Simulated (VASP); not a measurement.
These are PBE GGA, VASP's PBE PAW potentials (set 64) (plane waves; VASP) values and carry that method's errors.

The input files of a VASP run:

**INCAR**
```
ALGO  =  Fast
EDIFF  =  1E-5
EDIFFG  =  -0.03
ENCUT  =  400
GGA  =  PE
IBRION  =  2
ISIF  =  2
ISMEAR  =  0
ISPIN  =  2
ISYM  =  0
LASPH  =  .True.
LCHARG  =  .False.
LMAXMIX  =  4
LORBIT  =  10
LREAL  =  Auto
LWAVE  =  .True.
MAGMOM  =  64*0.0156
NELECT  =  257.0
NELM  =  100
NELMIN  =  4
NSW  =  60
NUPDOWN  =  1
PREC  =  Normal
SIGMA  =  0.05
SYSTEM  =  Al31As33
```

KPOINTS:
```
Automatic mesh
0
Gamma
1 1 1
0 0 0
```

POSCAR:
```
Al31As33
1
   11.4648462108     0.0000000000     0.0000000000
    0.0000000000    11.4648462108    -0.0000000000
   -0.0000000000    -0.0000000000    11.4648462108
Al As
31 33
Direct
  0.5000000000   0.0000000000   0.0000000000
  0.7500000000   0.2500000000   0.0000000000
  0.7500000000   0.0000000000   0.2500000000
  0.0000000000   0.0000000000   0.0000000000
  0.2500000000   0.2500000000   0.0000000000
  0.5000000000   0.5000000000   0.0000000000
  0.7500000000   0.7500000000   0.0000000000
  0.2500000000   0.0000000000   0.2500000000
  0.5000000000   0.2500000000   0.2500000000
  0.7500000000   0.5000000000   0.2500000000
  0.5000000000   0.0000000000   0.5000000000
  0.7500000000   0.2500000000   0.5000000000
  0.7500000000   0.0000000000   0.7500000000
  0.0000000000   0.5000000000   0.0000000000
  0.2500000000   0.7500000000   0.0000000000
  0.0000000000   0.2500000000   0.2500000000
  0.2500000000   0.5000000000   0.2500000000
  0.5000000000   0.7500000000   0.2500000000
  0.0000000000   0.0000000000   0.5000000000
  0.2500000000   0.2500000000   0.5000000000
  0.7500000000   0.7500000000   0.5000000000
  0.2500000000   0.0000000000   0.7500000000
  0.5000000000   0.2500000000   0.7500000000
  0.7500000000   0.5000000000   0.7500000000
  0.0000000000   0.7500000000   0.2500000000
  0.0000000000   0.5000000000   0.5000000000
  0.2500000000   0.7500000000   0.5000000000
  0.0000000000   0.2500000000   0.7500000000
  0.2500000000   0.5000000000   0.7500000000
  0.5000000000   0.7500000000   0.7500000000
  0.0000000000   0.7500000000   0.7500000000
  0.6250000000   0.1250000000   0.1250000000
  0.8750000000   0.3750000000   0.1250000000
  0.8750000000   0.1250000000   0.3750000000
  0.1250000000   0.1250000000   0.1250000000
  0.3750000000   0.3750000000   0.1250000000
  0.6250000000   0.6250000000   0.1250000000
  0.8750000000   0.8750000000   0.1250000000
  0.3750000000   0.1250000000   0.3750000000
  0.6254120000   0.3791280000   0.3785100000
  0.8750000000   0.6250000000   0.3750000000
  0.6250000000   0.1250000000   0.6250000000
  0.8750000000   0.3750000000   0.6250000000
  0.8750000000   0.1250000000   0.8750000000
  0.1250000000   0.6250000000   0.1250000000
  0.3750000000   0.8750000000   0.1250000000
  0.1250000000   0.3750000000   0.3750000000
  0.3759340000   0.6266860000   0.3753560000
  0.6250000000   0.8750000000   0.3750000000
  0.1250000000   0.1250000000   0.6250000000
  0.3760720000   0.3791380000   0.6264630000
  0.4995310000   0.4975660000   0.5034070000
  0.6228980000   0.6213820000   0.6265360000
  0.8750000000   0.8750000000   0.6250000000
  0.3750000000   0.1250000000   0.8750000000
  0.6250000000   0.3750000000   0.8750000000
  0.8750000000   0.6250000000   0.8750000000
  0.1250000000   0.8750000000   0.3750000000
  0.1250000000   0.6250000000   0.6250000000
  0.3750000000   0.8750000000   0.6250000000
  0.1250000000   0.3750000000   0.8750000000
  0.3750000000   0.6250000000   0.8750000000
  0.6250000000   0.8750000000   0.8750000000
  0.1250000000   0.8750000000   0.8750000000
```

POTCAR, in this order: Al As (PBE.64 set). Program: vasp_gam.

The run wrote:

**OSZICAR**
```
       N       E                     dE             d eps       ncg     rms          rms(c)
DAV:   1     0.134684624860E+04    0.13468E+04   -0.91927E+04   644   0.111E+03
DAV:   2    -0.134096263392E+03   -0.14809E+04   -0.14135E+04   838   0.198E+02
DAV:   3    -0.301583590553E+03   -0.16749E+03   -0.16447E+03   760   0.667E+01
DAV:   4    -0.306869915421E+03   -0.52863E+01   -0.52670E+01   744   0.132E+01
DAV:   5    -0.306983515556E+03   -0.11360E+00   -0.11342E+00   808   0.214E+00    0.182E+01
RMM:   6    -0.300405287910E+03    0.65782E+01   -0.11247E+01   644   0.450E+00    0.107E+01
RMM:   7    -0.299543362336E+03    0.86193E+00   -0.13872E+01   644   0.496E+00    0.377E+00
RMM:   8    -0.299469493396E+03    0.73869E-01   -0.91751E-01   644   0.202E+00    0.223E+00
RMM:   9    -0.299479143833E+03   -0.96504E-02   -0.48818E-01   644   0.116E+00    0.772E-01
RMM:  10    -0.299463643119E+03    0.15501E-01   -0.77411E-02   650   0.487E-01    0.271E-01
RMM:  11    -0.299468632830E+03   -0.49897E-02   -0.22207E-02   657   0.237E-01    0.214E-01
RMM:  12    -0.299467541778E+03    0.10911E-02   -0.79987E-03   644   0.149E-01    0.443E-02
RMM:  13    -0.299467707105E+03   -0.16533E-03   -0.14152E-03   653   0.663E-02    0.414E-02
RMM:  14    -0.299467682072E+03    0.25033E-04   -0.20032E-04   661   0.277E-02    0.116E-02
RMM:  15    -0.299467695566E+03   -0.13494E-04   -0.10710E-04   644   0.166E-02    0.155E-02
RMM:  16    -0.299467691778E+03    0.37884E-05   -0.16064E-05   393   0.809E-03
   1 F= -.29946769E+03 E0= -.29946769E+03  d E =-.299468E+03  mag=     1.0000
       N       E                     dE             d eps       ncg     rms          rms(c)
DAV:   1    -0.299642274426E+03   -0.17458E+00   -0.49997E+00   720   0.386E+00    0.692E-01
RMM:   2    -0.299674875663E+03   -0.32601E-01   -0.40520E-01   644   0.952E-01    0.292E-01
RMM:   3    -0.299680384758E+03   -0.55091E-02   -0.64217E-02   657   0.405E-01    0.281E-01
RMM:   4    -0.299680732479E+03   -0.34772E-03   -0.83547E-03   672   0.161E-01    0.214E-01
RMM:   5    -0.299680537716E+03    0.19476E-03   -0.30331E-03   644   0.965E-02    0.520E-02
RMM:   6    -0.299680586169E+03   -0.48452E-04   -0.63856E-04   650   0.484E-02    0.275E-02
RMM:   7    -0.299680564733E+03    0.21436E-04   -0.23372E-04   627   0.258E-02    0.163E-02
RMM:   8    -0.299680573755E+03   -0.90222E-05   -0.99167E-05   558   0.151E-02
   2 F= -.29968057E+03 E0= -.29968057E+03  d E =-.212882E+00  mag=     1.0000
       N       E                     dE             d eps       ncg     rms          rms(c)
DAV:   1    -0.299713904412E+03   -0.33340E-01   -0.33719E+00   680   0.318E+00    0.557E-01
RMM:   2    -0.299734968368E+03   -0.21064E-01   -0.26269E-01   644   0.773E-01    0.234E-01
RMM:   3    -0.299738589778E+03   -0.36214E-02   -0.41559E-02   656   0.329E-01    0.210E-01
RMM:   4    -0.299738812885E+03   -0.22311E-03   -0.56995E-03   669   0.132E-01    0.158E-01
RMM:   5    -0.299738692078E+03    0.12081E-03   -0.17358E-03   644   0.754E-02    0.448E-02
RMM:   6    -0.299738730263E+03   -0.38185E-04   -0.40432E-04   651   0.389E-02    0.208E-02
RMM:   7    -0.299738722504E+03    0.77591E-05   -0.13466E-04   598   0.203E-02    0.137E-02
RMM:   8    -0.299738726803E+03   -0.42989E-05   -0.50386E-05   503   0.113E-02
   3 F= -.29973873E+03 E0= -.29973873E+03  d E =-.271035E+00  mag=     1.0000
       N       E                     dE             d eps       ncg     rms          rms(c)
DAV:   1    -0.299738948668E+03   -0.22616E-03   -0.23951E-02   736   0.267E-01    0.459E-02
RMM:   2    -0.299739091801E+03   -0.14313E-03   -0.17650E-03   644   0.641E-02    0.199E-02
RMM:   3    -0.299739117550E+03   -0.25749E-04   -0.28417E-04   641   0.276E-02    0.154E-02
RMM:   4    -0.299739119136E+03   -0.15864E-05   -0.40970E-05   446   0.116E-02
   4 F= -.29973912E+03 E0= -.29973912E+03  d E =-.271427E+00  mag=     1.0000
       N       E                     dE             d eps       ncg     rms          rms(c)
DAV:   1    -0.299766224148E+03   -0.27107E-01   -0.13787E+00   680   0.208E+00    0.350E-01
RMM:   2    -0.299774565941E+03   -0.83418E-02   -0.99028E-02   644   0.511E-01    0.143E-01
RMM:   3    -0.299775876397E+03   -0.13105E-02   -0.14618E-02   652   0.213E-01    0.111E-01
RMM:   4    -0.299775920571E+03   -0.44174E-04   -0.20673E-03   659   0.855E-02    0.776E-02
RMM:   5    -0.299775911830E+03    0.87412E-05   -0.60065E-04   644   0.464E-02    0.244E-02
RMM:   6    -0.299775925772E+03   -0.13942E-04   -0.14008E-04   641   0.226E-02    0.140E-02
RMM:   7    -0.299775926004E+03   -0.23234E-06   -0.30770E-05   442   0.109E-02
   5 F= -.29977593E+03 E0= -.29977593E+03  d E =-.368069E-01  mag=     1.0000
       N       E                     dE             d eps       ncg     rms          rms(c)
DAV:   1    -0.299778646431E+03   -0.27207E-02   -0.50189E-01   680   0.125E+00    0.210E-01
RMM:   2    -0.299781673517E+03   -0.30271E-02   -0.35850E-02   644   0.308E-01    0.854E-02
RMM:   3    -0.299782140842E+03   -0.46732E-03   -0.51998E-03   650   0.129E-01    0.621E-02
RMM:   4    -0.299782163901E+03   -0.23059E-04   -0.83176E-04   654   0.533E-02    0.453E-02
RMM:   5    -0.299782164588E+03   -0.68765E-06   -0.21816E-04   640   0.282E-02    0.152E-02
RMM:   6    -0.299782169875E+03   -0.52863E-05   -0.54675E-05   494   0.140E-02
   6 F= -.29978217E+03 E0= -.29978217E+03  d E =-.430507E-01  mag=     1.0000
       N       E                     dE             d eps       ncg     rms          rms(c)
DAV:   1    -0.299787672780E+03   -0.55082E-02   -0.17302E-01   680   0.831E-01    0.141E-01
RMM:   2    -0.299788608661E+03   -0.93588E-03   -0.12442E-02   644   0.204E-01    0.591E-02
RMM:   3    -0.299788798548E+03   -0.18989E-03   -0.22760E-03   663   0.908E-02    0.447E-02
RMM:   4    -0.299788801354E+03   -0.28053E-05   -0.30377E-04   653   0.382E-02    0.279E-02
RMM:   5    -0.299788806735E+03   -0.53817E-05   -0.10420E-04   637   0.221E-02    0.105E-02
RMM:   6    -0.299788809147E+03   -0.24116E-05   -0.24682E-05   419   0.112E-02
   7 F= -.29978881E+03 E0= -.29978881E+03  d E =-.663927E-02  mag=     1.0000
       N       E                     dE             d eps       ncg     rms          rms(c)
DAV:   1    -0.299789435687E+03   -0.62895E-03   -0.58196E-02   712   0.482E-01    0.817E-02
RMM:   2    -0.299789769482E+03   -0.33379E-03   -0.43233E-03   644   0.120E-01    0.347E-02
RMM:   3    -0.299789835850E+03   -0.66368E-04   -0.77780E-04   663   0.534E-02    0.267E-02
RMM:   4    -0.299789836163E+03   -0.31338E-06   -0.10352E-04   643   0.226E-02    0.164E-02
RMM:   5    -0.299789838420E+03   -0.22562E-05   -0.38510E-05   481   0.133E-02
   8 F= -.29978984E+03 E0= -.29978984E+03  d E =-.766855E-02  mag=     1.0000
       N       E                     dE             d eps       ncg     rms          rms(c)
DAV:   1    -0.299790509019E+03   -0.67286E-03   -0.53492E-02   704   0.444E-01    0.768E-02
RMM:   2    -0.299790780300E+03   -0.27128E-03   -0.35992E-03   644   0.109E-01    0.278E-02
RMM:   3    -0.299790823212E+03   -0.42912E-04   -0.59260E-04   655   0.469E-02    0.200E-02
RMM:   4    -0.299790824608E+03   -0.13955E-05   -0.95633E-05   634   0.199E-02
   9 F= -.29979082E+03 E0= -.29979082E+03  d E =-.986188E-03  mag=     1.0000
```

OUTCAR:
```
------------------------ aborting loop because EDIFF is reached ----------------------------------------
  FORCE on cell =-STRESS in cart. coord.  units (eV):
  Direction    XX          YY          ZZ          XY          YZ          ZX
  --------------------------------------------------------------------------------------
  Total       -3.0429499     -3.0177747     -3.0446164      0.0176193     -0.0305257      0.0051469
  in kB       -3.2351966     -3.2084309     -3.2369684      0.0187325     -0.0324542      0.0054721
  external PRESSURE =      -3.2268653 kB  Pullay stress =       0.0000000 kB
  volume of cell :     1506.97
      direct lattice vectors                 reciprocal lattice vectors
    11.464846211  0.000000000  0.000000000     0.087223150  0.000000000  0.000000000
     0.000000000 11.464846211  0.000000000     0.000000000  0.087223150  0.000000000
     0.000000000  0.000000000 11.464846211     0.000000000  0.000000000  0.087223150
  FREE ENERGIE OF THE ION-ELECTRON SYSTEM (eV)
  ---------------------------------------------------
  free  energy   TOTEN  =      -299.7908246076 eV

  energy  without entropy=     -299.7908245862  energy(sigma->0) =     -299.79082460

 total charge

# of ion       s       p       d       tot
------------------------------------------
    1        0.400   0.354   0.000   0.754
    2        0.393   0.359   0.000   0.752
    3        0.393   0.359   0.000   0.752
    4        0.393   0.359   0.000   0.752
    5        0.393   0.359   0.000   0.752
    6        0.393   0.360   0.000   0.753
    7        0.393   0.359   0.000   0.753
    8        0.393   0.359   0.000   0.752
    9        0.394   0.361   0.000   0.755
   10        0.395   0.361   0.000   0.755
   11        0.393   0.360   0.000   0.753
   12        0.394   0.361   0.000   0.755
   13        0.393   0.359   0.000   0.753
   14        0.400   0.355   0.000   0.754
   15        0.393   0.360   0.000   0.753
   16        0.393   0.359   0.000   0.752
   17        0.394   0.361   0.000   0.755
   18        0.395   0.361   0.000   0.755
   19        0.400   0.354   0.000   0.754
   20        0.394   0.361   0.000   0.755
   21        0.394   0.360   0.000   0.755
   22        0.393   0.360   0.000   0.753
   23        0.394   0.361   0.000   0.755
   24        0.395   0.361   0.000   0.755
   25        0.393   0.359   0.000   0.752
   26        0.393   0.360   0.000   0.753
   27        0.394   0.361   0.000   0.755
   28        0.393   0.359   0.000   0.752
   29        0.395   0.361   0.000   0.755
   30        0.394   0.361   0.000   0.755
   31        0.393   0.360   0.000   0.753
   32        1.186   1.673   0.022   2.881
   33        1.186   1.673   0.022   2.881
   34        1.186   1.673   0.022   2.881
   35        1.183   1.675   0.022   2.880
   36        1.183   1.681   0.022   2.886
   37        1.183   1.680   0.022   2.885
   38        1.183   1.675   0.022   2.880
   39        1.183   1.680   0.022   2.885
   40        1.211   1.582   0.026   2.819
   41        1.183   1.681   0.022   2.886
   42        1.183   1.680   0.022   2.885
   43        1.183   1.680   0.022   2.885
   44        1.183   1.675   0.022   2.880
   45        1.186   1.673   0.022   2.881
   46        1.186   1.673   0.022   2.881
   47        1.183   1.680   0.022   2.885
   48        1.211   1.582   0.026   2.819
   49        1.183   1.680   0.022   2.885
   50        1.186   1.674   0.022   2.881
   51        1.211   1.581   0.026   2.819
   52        1.305   1.313   0.043   2.661
   53        1.211   1.582   0.026   2.819
   54        1.186   1.674   0.022   2.881
   55        1.186   1.674   0.022   2.882
   56        1.183   1.680   0.022   2.885
   57        1.186   1.674   0.022   2.881
   58        1.186   1.673   0.022   2.881
   59        1.183   1.680   0.022   2.885
   60        1.183   1.680   0.022   2.885
   61        1.186   1.674   0.022   2.881
   62        1.183   1.681   0.022   2.886
   63        1.186   1.673   0.022   2.881
   64        1.183   1.675   0.022   2.880
--------------------------------------------------
tot         51.528  65.730   0.764 118.022

 magnetization (x)

# of ion       s       p       d       tot
------------------------------------------
    1        0.010   0.001   0.000   0.011
    2       -0.000  -0.000   0.000  -0.000
    3       -0.000  -0.000   0.000  -0.000
    4        0.000  -0.000   0.000   0.000
    5       -0.000  -0.000   0.000  -0.000
    6        0.000   0.000   0.000   0.000
    7       -0.000  -0.000   0.000  -0.000
    8       -0.000  -0.000   0.000  -0.000
    9        0.000   0.000   0.000   0.000
   10        0.000   0.000   0.000   0.001
   11        0.000   0.000   0.000   0.000
   12        0.000   0.000   0.000   0.001
   13       -0.000  -0.000   0.000  -0.000
   14        0.011   0.001   0.000   0.011
   15       -0.000  -0.000   0.000  -0.000
   16       -0.000  -0.000   0.000  -0.000
   17        0.000   0.000   0.000   0.001
...
```
(Selected blocks of OUTCAR.)

**CONTCAR**
```
Al31As33
   1.00000000000000
    11.4648462107999993    0.0000000000000000    0.0000000000000000
     0.0000000000000000   11.4648462107999993    0.0000000000000000
     0.0000000000000000    0.0000000000000000   11.4648462107999993
  Al              As
    31    33
Direct
     0.5000080600633364    0.0001039594305847    0.0001566777170573
     0.7503403678179253    0.2495723729737453    0.0005520123104688
     0.7503051020207604    0.0003108330858753    0.2498097666344846
     0.9999987780626975    0.0000377175841759    0.0000023351617624
     0.2498306948905492    0.2497752873880097    0.9998986853086648
     0.4999811151259325    0.4999603464724783    0.0001815002606062
     0.7503153451921453    0.7503361259591290    0.9996718872566516
     0.2498207284532238    0.9999904381157256    0.2498276253666753
     0.4975692351034504    0.2482406589397508    0.2482799783478082
     0.7522555649057564    0.5030223119569472    0.2479620874615115
     0.4999828667827380    0.0000680162554147    0.4999812807644830
     0.7521927579862719    0.2479134227984668    0.5028989856915764
     0.7503107140782184    0.9997042559939117    0.7503224532600437
     0.9999327311165274    0.5000384407353894    0.0002103667713612
     0.2496071728429464    0.7504506289708687    0.0005138592696344
     0.9998081335136961    0.2497985130032813    0.2498129312188118
     0.2480326094129212    0.4973885600678650    0.2480133224881168
     0.5029041234841248    0.7523059870363669    0.2478826301446836
     0.9999101955662062    0.9999955661023469    0.5000275556561751
     0.2479277643211329    0.2479849122694802    0.4975149837836402
     0.7518767291370032    0.7518651631112082    0.4975680969253217
     0.2496758478872243    0.0003783558704427    0.7503579463874929
     0.5027810599805663    0.2477913501381124    0.7523907046652188
     0.7523211574429741    0.4969187418863333    0.7524721893203703
     0.0003030879691697    0.7503881645999225    0.2497690531005221
     0.0000370146932669    0.4999834664378544    0.4999651430100043
     0.2478307281688061    0.7523129270940873    0.5028079767131021
     0.0004143961253751    0.2496155836308948    0.7503821063380153
     0.2473923448073865    0.5032112607411977    0.7527058847238338
     0.4971115689511532    0.7522656206139611    0.7523746081531562
     0.9995792172391528    0.7504405628463401    0.7503053047891471
     0.6252437571340786    0.1252322807597309    0.1254474123072862
     0.8747727302377482    0.3747675004443944    0.1253551352673102
     0.8748262863571463    0.1252421627541430    0.3747427661503814
     0.1250291564371791    0.1250731463402578    0.1250545763262597
     0.3750122632196508    0.3749710928350148    0.1246145853833736
     0.6250905652441808    0.6251256915183568    0.1244574676159679
     0.8749566133719078    0.8749840076721378    0.1250378487689827
     0.3750232436607213    0.1246628596201438    0.3750492331051445
     0.6295292068397419    0.3710932927385127    0.3711413505251446
     0.8755928259560188    0.6251933921423505    0.3750466793521031
     0.6250367068334747    0.1244306330265309    0.6250948923564599
     0.8757985763244898    0.3749110729438574    0.6251454112298410
     0.8749616294678114    0.1250140831027019    0.8749947586541139
     0.1251493768923274    0.6252947664028097    0.1252877505725024
     0.3747188984959860    0.8749386263342771    0.1253021996023106
     0.1245554470499278    0.3749881548483772    0.3749837234995938
     0.3707425786108302    0.6296693885277469    0.3707353283161995
     0.6251250544079467    0.8755396067166366    0.3750624348484433
     0.1251547214107555    0.1251018728268408    0.6253073941266756
     0.3700940714337470    0.3705803912826067    0.6303052998210056
     0.4997114245459200    0.4999823619784884    0.5006394171695953
     0.6293128851172285    0.6290962061265487    0.6299977821795362
     0.8746988501232236    0.8747994058379240    0.6252858521790480
     0.3746835667556954    0.1251401343350387    0.8749527373125054
     0.6251087369828783    0.3748403849792905    0.8759006483241332
     0.8748918113448789    0.6253179269323489    0.8749025761122224
     0.1251970743780276    0.8749692946502452    0.3747130199928262
     0.1242661953068930    0.6252142420466232    0.6250687836069314
     0.3749447502318659    0.8757079355118407    0.6251196093640861
     0.1250839032125583    0.3747107970452802    0.8750801684979211
     0.3748762751569127    0.6252193805820979    0.8759270438556293
     0.6252947631671474    0.8749299206027733    0.8749167480953918
     0.1250058411484562    0.8749884344238983    0.8749814264806738
```

The cell is charged, with a uniform compensating background. The supercell is sampled at Γ alone, which is coarse: total energies, pressure and levels can be off, energies of defects by several tenths of an eV.

The cell is a supercell with a defect, built from AlAs (zinc blende): As_Al, charge +1.
